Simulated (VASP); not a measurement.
Given:

```
CdS
1.0
    2.08726    -3.61524     0.00000
    2.08726     3.61524     0.00000
    0.00000     0.00000     6.78398
Cd S
2 2
Direct
  0.66667   0.33333   0.50001
  0.33333   0.66667   0.00001
  0.66667   0.33333   0.87699
  0.33333   0.66667   0.37699
```

Calculation: rev-vdW-DF2, VASP's PBE PAW potentials (set 64) (plane waves; VASP). Numerical set-up: 520 eV cut-off, 7×7×4 Γ-centred mesh, tetrahedra with Blöchl corrections, potentials Cd S.

The cores are frozen, which limits the accuracy of field gradients.

Question: Give the principal components of the electric field gradient (V/Å²) and the asymmetry η at each nucleus.

Answer: 
| atom | Vxx | Vyy | Vzz | η |
|---|---|---|---|---|
| Cd1 | -1.8 | -1.8 | 3.7 | 0.00 |
| Cd2 | -1.8 | -1.8 | 3.7 | 0.00 |
| S3 | 0.4 | 0.4 | -0.7 | 0.00 |
| S4 | 0.4 | 0.4 | -0.7 | 0.00 |

The compound is CdS in the wurtzite structure. It was relaxed first.
